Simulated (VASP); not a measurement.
The input files of a VASP run:

File KPOINTS:
```
Regular mesh
0
gamma
  7 7 7
0 0 0
```

File POSCAR:
```
ZnSe
1.0
  0.0000000000   2.8350000000   2.8350000000
  2.8350000000   0.0000000000   2.8350000000
  2.8350000000   2.8350000000   0.0000000000
Zn Se
1 1
Cartesian
  0.0000000000   0.0000000000   0.0000000000
  1.4175000000   1.4175000000   1.4175000000
```

INCAR:
```
# general
SYSTEM  =ZnSe
PREC    =Accurate
ENCUT   =520
LREAL   =.FALSE.
LASPH   =.TRUE.

# electronic loop
EDIFF   =1E-6
NELM    =100
ALGO    =Normal
LMAXMIX =4

# smearing
ISMEAR  =0
SIGMA   =0.05

# functional
GGA     =ML
LUSE_VDW=.TRUE.
AGGAC   =0.0
ZAB_VDW =-1.8867

# ions
IBRION  =2
NSW     =60
ISIF    =3
EDIFFG  =-0.01

# output
LWAVE   =.FALSE.
LCHARG  =.FALSE.
```

POTCAR, in this order: Zn Se (PBE.64 set). Program: vasp_std.

Problem. Translate this vdW-DF2 calculation to Quantum ESPRESSO's pw.x.

Solution. One equivalent input (not run):
```
&CONTROL
  calculation = 'vc-relax'
  pseudo_dir = './pseudo'
  outdir = './out'
  tprnfor = .true.
  tstress = .true.
  nstep = 60
  forc_conv_thr = 0.00039
/
&SYSTEM
  ibrav = 0
  nat = 2
  ntyp = 2
  ecutwfc = 86
  occupations = 'smearing'
  smearing = 'gaussian'
  degauss = 0.003675
  input_dft = 'vdw-df2'
/
&ELECTRONS
  conv_thr = 7.3e-08
  electron_maxstep = 100
/
&IONS
/
&CELL
/
ATOMIC_SPECIES
  Zn 65.380 Zn.upf
  Se 78.971 Se.upf
CELL_PARAMETERS angstrom
     0.0000000    2.8350000    2.8350000
     2.8350000    0.0000000    2.8350000
     2.8350000    2.8350000    0.0000000
ATOMIC_POSITIONS crystal
  Zn   0.0000000  0.0000000  0.0000000
  Se   0.2500000  0.2500000  0.2500000
K_POINTS automatic
  7 7 7 0 0 0
```
What does not carry over: the potentials are each code's own (VASP's PAW set, PseudoDojo norm-conserving files in pw.x), so ENCUT and ecutwfc are chosen apart and not converted; conv_thr bounds pw.x's estimated SCF error, while EDIFF bounds the energy change between steps; forc_conv_thr acts on force components and is met together with etot_conv_thr.

The compound is ZnSe in the zinc blende structure. This run relaxes it. Symmetry was kept, so distortions that lower it aren't found.
